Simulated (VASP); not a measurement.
Shape and ions are relaxed at each volume.

Energy against volume of CuAu (L1_0). Method: PBEsol GGA, VASP's PBE PAW potentials (set 64) (plane waves; VASP).

```tsv
V (Å³/atom)	E (eV/atom)
13.358	-4.14511
13.785	-4.16998
14.211	-4.17811
14.637	-4.17235
15.064	-4.15527
```

Fit a third-order Birch-Murnaghan equation of state.

- volume per atom = 14.23 Å³/atom
- bulk modulus = 171 GPa
- pressure derivative of the bulk modulus = 5.49

The compound is CuAu in the L1_0 structure. It was relaxed first.
